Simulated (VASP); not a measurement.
KBr (rock salt): the band gap from VASP (plane waves, PAW) at several levels of theory. Gaps are without spin-orbit coupling. Each level names its cell: its own relaxed one, PBE's, or the starting one. A gap is the smallest over the k-mesh and a band path; hybrids may have named points in place of the path, and GW has the mesh alone. The mesh is coarse and the basis finite, so the quasiparticle values are not converged.

```csv
level,band gap (eV),error against measurement (eV)
LDA (own cell),4.32,-3.08
PBE (own cell),4.31,-3.09
PBEsol (own cell),4.33,-3.07
PBE-D3 (zero damping) (own cell),4.32,-3.08
optB86b-vdW (own cell),4.39,-3.01
vdW-DF2 (own cell),3.99,-3.41
vdW-DF-cx (own cell),4.51,-2.89
MS2 (own cell),5.10,-2.30
SCAN (own cell),5.06,-2.34
r2SCAN (own cell),5.07,-2.33
G0W0@PBE (starting cell),6.95,-0.45
evGW0@PBE (starting cell),7.42,+0.02
```

Measured: 7.40 eV (as given by Aguado et al., (1998), arXiv:cond-mat/9809176).

The cell of the LDA (own cell) run:

```cif
data_Br4K4
_chemical_formula_sum 'K4 Br4'
_space_group_name_H-M_alt 'Fm-3m'
_space_group_IT_number 225
_space_group_name_Hall '-F 4 2 3'
_cell_length_a 6.38121
_cell_length_b 6.38121
_cell_length_c 6.38121
_cell_angle_alpha 90.000
_cell_angle_beta 90.000
_cell_angle_gamma 90.000
loop_
_atom_site_label
_atom_site_type_symbol
_atom_site_symmetry_multiplicity
_atom_site_Wyckoff_symbol
_atom_site_fract_x
_atom_site_fract_y
_atom_site_fract_z
_atom_site_occupancy
K1 K 4 a 0.00000 0.00000 0.00000 1
Br1 Br 4 b 0.50000 0.50000 0.50000 1
```
(The calculation used a cell of 2 atoms; values per cell refer to that cell.)

Only levels that ran to the end are used. Left out are those held back, those with too coarse a band path, GW runs whose mesh misses a band edge, hybrids' fits of cells that aren't cubic and levels without matching references; a question may draw on a part of the rest.

The compound is KBr in the rock salt structure.
